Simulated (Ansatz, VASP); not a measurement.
# Cross-check of WC (Qusongite) between VASP and Ansatz, part 2 of 2

Aim: how closely do two programs agree when they are given the same cell, functional and k mesh? The cell is taken from a series of runs on this material, whose earlier steps may have relaxed, scaled, displaced or heated it; both programs get it as it stands.

VASP 6.6.1 and Ansatz 0.2.0.

So far: Set-up; VASP: zone-centre phonons, PBEsol.

## Step 3: Ansatz: zone-centre phonons, PBEsol

Level of this step: Ansatz beside VASP: Kohn-Sham DFT, plane waves, PBEsol (Ansatz).

Ansatz runs on its PAW soft_1 files.

The same cell, functional, mesh and smearing now go to Ansatz, which takes its cutoff from its data sets.

File input.yaml:

```yaml
crystal:
  lattice:
    - [2.7904693556, 0.0, 0.0]
    - [-1.3952346778, 2.4166173504, 0.0]
    - [0.0, 0.0, 2.7463602099]
  atoms:
    - { symbol: C, position: [0.6666666667, 0.3333333333, 0.5] }
    - { symbol: W, position: [0.0, 0.0, 0.0] }
kpoints:
  mp_grid: { grid: [18, 18, 16] }
hamiltonian:
  xc: pbesol
  pseudopotentials: { kind: paw, azcp: { folder: soft_1 }, xc_functional: pbe }
scf:
  occupations: { method: methfessel_paxton, width: 0.2 }
output:
  eigenvalues: true
phonons:
  method: dfpt
```

The run is started by

```
$ ansatz run input.yaml --threads 4 --pin off --max-ram 10240MiB --backend cpu --events-out ev --progress --plain --runs-dir out
```

Numbers of over 12 decimals in the logs are rounded to 6 here.

The program printed:

```text
zone centre: on kpoints.mp_grid the ground state, and the responses unless they are solved on pairs of k-points, stand on 819 of the mesh's 5184 k-points, reduced under 4 symmetry operations, with k and −k counted as one. Each operation leaves every solved displacement unchanged or reverses it
Engine: ansatz 0.2.0, aarch64-unknown-linux-gnu
Pseudopotentials: kind: paw
Pseudopotential: C, paw, valence charge 4, recommended cutoff 420 eV (normal), soft_1/C.paw.azcp
Pseudopotential: W, paw, valence charge 14, recommended cutoff 420 eV (normal), soft_1/W.paw.azcp
Functional definition: PBEsol
  exchange = pbesol_x
  correlation = pbesol_c
Crystal: 2 atoms, lattice volume = 18.520 Å³
Basis set: ecut = 420 eV, 381 PW (Γ), exchange–correlation on 40×40×40 points (8 copies of the dense FFT grid, shifted against one another)
Bands: 13, of which v1, the nominal top of the filled ones, is band 9 counted from 1 (8 counted from 0)
Symmetry: 12 space group operations
k-points: 819 of 5184 (irreducible under 4 space group operations, time reversal used)
Non-local potential: C, projectors of the file, l = 0: 2, l = 1: 2, l = 2: 1
Non-local potential: W, projectors of the file, l = 0: 3, l = 1: 2, l = 2: 2, l = 3: 1
PAW form: soft (Blöchl's): semilocal exchange-correlation on the pseudo side does not see the compensation charge
PAW frozen core: C, regenerated for the run's functional, and the local potential with it (the file was generated under x = pbe(κ = 0.804, μ = 0.219515), c = pbe(β = 0.066725))
PAW frozen core: W, regenerated for the run's functional, and the local potential with it (the file was generated under x = pbe(κ = 0.804, μ = 0.219515), c = pbe(β = 0.066725))
PAW one-centre angular grid: C, 110 points (default); XC on 64 Gauss nodes
PAW one-centre angular grid: W, 590 points (default); XC on 64 Gauss nodes
Initial density: superposition of atomic densities (chi_scale 0.1, normalization cell, long waves kept (reshape's long-wave potential 0.00 eV rms))
Initial wavefunctions: pseudopotential atomic-orbital guess
Functional: x = pbesol(κ = 0.804, μ = 0.123457), c = pbesol(β = 0.046)
SCF iter   1: F=—  HF=-10505.672585 eV  |F-HF|=—  |Δ(HF+E_count)|=         —  Δρ=1.41e-1  dr2=4.59e0  ethr=3.10e-3  ⟨swp⟩=5.0  Hψ=52483  notcnv=0
preconditioner: auto → none  [metal: Δε(μ)=0.006 eV  Ē_g=11.881 eV  σ=0.200 eV  W_gap=0.03  n_scr=8 (ndim 8)  ℏωp=27.3 eV  f_vac=0.000  D(μ)=0.20/eV (n_scr^D=0)  sad-step TF]
SCF iter   2: F=—  HF=-10505.070953 eV  |F-HF|=—  |Δ(HF+E_count)|=   6.02e-1  S|Δr|=    0.00e0  Δρ=9.95e-2  dr2=2.35e0  ethr=3.10e-3  ⟨swp⟩=2.0  Hψ=20340  notcnv=0
SCF iter   3: F=—  HF=-10504.432841 eV  |F-HF|=—  |Δ(HF+E_count)|=   6.38e-1  S|Δr|=    0.00e0  Δρ=7.35e-3  dr2=8.35e-3  ethr=3.10e-3  ⟨swp⟩=2.5  Hψ=18741  notcnv=0
SCF iter   4: F=—  HF=-10504.433018 eV  |F-HF|=—  |Δ(HF+E_count)|=   1.77e-4  S|Δr|=    0.00e0  Δρ=1.05e-3  dr2=8.79e-5  ethr=4.64e-5  ⟨swp⟩=1.2  Hψ=18086  notcnv=0
SCF iter   5: F=—  HF=-10504.433077 eV  |F-HF|=—  |Δ(HF+E_count)|=   5.85e-5  S|Δr|=    0.00e0  Δρ=1.52e-4  dr2=2.14e-6  ethr=4.89e-7  ⟨swp⟩=2.2  Hψ=16326  notcnv=0
SCF iter   6: F=—  HF=-10504.433076 eV  |F-HF|=—  |Δ(HF+E_count)|=   9.00e-7  S|Δr|=    0.00e0  Δρ=2.66e-5  dr2=6.95e-8  ethr=1.19e-8  ⟨swp⟩=2.6  Hψ=17651  notcnv=0
SCF iter   7: F=—  HF=-10504.433076 eV  |F-HF|=—  |Δ(HF+E_count)|=   1.54e-8  S|Δr|=    0.00e0  Δρ=4.48e-6  dr2=1.62e-9  ethr=3.86e-10  ⟨swp⟩=2.2  Hψ=15501  notcnv=0
SCF iter   8: F=—  HF=-10504.433076 eV  |F-HF|=—  |Δ(HF+E_count)|=  1.46e-10  S|Δr|=    0.00e0  Δρ=4.76e-7  dr2=1.13e-11  ethr=9.01e-12  ⟨swp⟩=2.7  Hψ=16403  notcnv=0
SCF iter   9: F=-10504.433076 eV  HF=-10504.433076 eV  |F-HF|=0.00e0  |Δ(HF+E_count)|=    0.00e0  S|Δr|=    0.00e0  Δρ=3.25e-8  dr2=5.00e-14  ethr=1.00e-12  ⟨swp⟩=5.0  Hψ=39650  notcnv=0
SCF 1 converged in 9 iterations: F = -10504.433076 eV  dr2 = 5.00e-14
  greatest PAW one-centre occupation: 0.999 electrons in one spin orbital (limit 2), on the W atom at site 1 (counted from 0), in its partial waves of l = 0
DFPT response loops at Γ: preconditioner auto → Kerker (q_TF=auto, 2.715 Å⁻¹) (partly filled bands, converged f_vac=0.000); β = 1.00, the filter's whole step (`scf.mixing.beta` (0.50) is not read by the response loops under this deck's `scf.mixing.preconditioner`; to damp them name `kerker` or `kerker_dos`, under which they read `scf.mixing.beta`, and type it under 1.00, their step now; both keys bind the ground state too); Broyden in place of MSR1
SCF converged after 9 iterations
Stability not checked: this state was not tested for a lower state beside it, because cold or Methfessel-Paxton smearing, or corrected tetrahedra, fill the levels in a way that the test cannot read (fill_not_monotonic; see scf.lower_state_search)
Free energy (F): -10504.433076 eV
Harris-Foulkes:  -10504.433076 eV  (|F-HF|=0.00e0)
Internal energy: -10504.432997 eV  (E = F + TS)
E sigma→0 (E₀):  -10504.433056 eV
Entropy (-TS):   -0.000079 eV (-0.040 meV/atom)
Fermi energy:    23.139324 eV
--- Per-component energies (eV) ---
  E_band       = -15.759787
  E_kinetic    = 520.578849
  E_local      = -520.171548  (includes V_loc(G=0)·N_el)
  E_nonlocal   = 0.524867
  E_hartree    = 225.763555
  E_xc         = -317.354954
  E_vxc        = -295.049579  (∫ρ·V_xc dr)
  E_paw        = -8548.069271  (= ΣΔE_a)
  E_vpaw       = -173.169637  (= ΣTr[D̂ρ^β])
  E_aug_tail   = 0.000153  (compensation charges beyond the density's cutoff)
  E_ewald      = -1865.947606
  E_core_change = 0.242958  (= ΣΔE_core)
  E_smearing   = -0.000079  (= −TS)
  E_closure    = 0.000000  (closes the sum)
  Σ components = -10504.433076   (vs F -10504.433076, Δ=0.00e0)
--- Band table (eV; the first three rows and the last of 819) ---
  k-point 0: bands = [... 5 lower, 18.0634, 19.3197, 19.3197, 23.1731, 26.8740, 26.8740, 29.3627, 29.3627]
  k-point 1: bands = [... 5 lower, 18.0391, 19.3684, 19.3684, 23.1554, 26.4445, 26.4445, 29.6358, 29.6358]
  k-point 2: bands = [... 5 lower, 17.9144, 19.5115, 19.5115, 23.1891, 25.5704, 25.5704, 30.0026, 30.0026]
  k-point 818: bands = [... 5 lower, 15.8777, 16.8634, 21.1225, 21.7062, 28.9565, 29.4999, 30.2370, 33.9626]
--- Phonons (Γ-DFPT): 4 representative perturbations + reference, on 819 of 5184 k-points (Σ response iterations 12) ---
  k mesh reduced under 4 symmetry operations, with k and −k counted as one. Each operation leaves every solved displacement unchanged or reverses it
  ASR residual: 1.510e-5 → 0.000e0 eV/Å²; symmetrization residual: 1.721e-6 eV/Å²
  ASR residual per site (eV/Å²): 3.45e-6 1.51e-5
  Γ frequencies (cm⁻¹): 0.00 0.00 0.00 725.31 725.31 732.91
  non-analytic LO–TO correction: not included (Born effective charges unavailable; polar crystals: no LO–TO splitting at Γ)
```

In the SCF lines HF is the Harris–Foulkes energy and dr2 the Hartree energy of the density residual, in eV; the loop may stop once dr2 is under the threshold and the program's other checks hold. Hψ counts applications of the Hamiltonian.

## Step 4: Comparison

Known differences besides the potentials themselves: the data sets hold 18 valence electrons in Ansatz (on its PAW soft_1 files) and 10 in VASP; the cutoff is 420 eV in Ansatz and 600 eV in VASP; Ansatz makes its cores anew for this functional, VASP keeps those of its PBE data sets. Total energies have different zeros and are not compared.

Compared:

```csv
quantity,Ansatz,VASP,difference
optical mode 1 to 2 (cm⁻¹),725.3,736.3,-1.49 %
optical mode 3 (cm⁻¹),732.9,748.6,-2.10 %
```

Modes are paired by rising frequency, not by their patterns, so a pair may set unlike modes beside each other; they are those without the splitting of longitudinal modes.

## Step 5: Summary of results

| Item | Value |
| --- | --- |
| r.m.s. difference of the optical zone-centre modes, each program's sorted by frequency (zone-centre phonons, PBEsol) | 13 cm⁻¹ |
| difference in optical mode 3 (zone-centre phonons, PBEsol) | -2.1 % |

In words: The r.m.s. difference of the optical zone-centre modes, each program's sorted by frequency is 13 cm⁻¹ (zone-centre phonons, PBEsol). The data sets hold unlike numbers of valence electrons (18 in Ansatz and 10 in VASP), so part of the differences comes from the potentials. Among the rows given in per cent, the largest difference of the zone-centre phonons, PBEsol pair is in optical mode 3, -2.1 %. 2 further runs of this series are not shown here. Such differences can come from data sets, numerical settings and the points named under the comparisons, not from the functional's error against experiment.

[Lines on the potential files, build, host, timing and source positions are cut from VASP's logs without a mark.]

[Logs are printed without paths, hosts, clocks, repeated set-up lines and the standing remarks that a program may print on its own settings, such as how far it seeks lower states.]

[Hosts, paths, dates, database ids (printed as entryN), source tags and the programs' standing remarks are cut or masked in the printed files.]
